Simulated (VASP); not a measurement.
Given:

```yaml
crystal:
  lattice:
    - [0.00000, 2.18367, 2.18367]
    - [2.18367, 0.00000, 2.18367]
    - [2.18367, 2.18367, 0.00000]
  atoms:
    - { symbol: Al, position: [0.00000, 0.00000, 0.00000] }
    - { symbol: N, position: [0.25000, 0.25000, 0.25000] }
```

Level of theory: PBE GGA with D4 dispersion, VASP's PBE PAW potentials (set 64) (plane waves; VASP). Settings: 520 eV cut-off, Gaussian smearing of 0.050 eV, potentials Al N.

Task: Estimate the band gap (along the path) with the smallest direct gap where there is one.

Result: 
```yaml
band gap (along the path): 3.32 eV
smallest direct gap (along the path): 4.20 eV
```

The absolute energy has meaning only against runs of the same code, potentials and settings.

The compound is AlN in the zinc blende structure, a metastable form; wurtzite is the usual one. It was relaxed first.
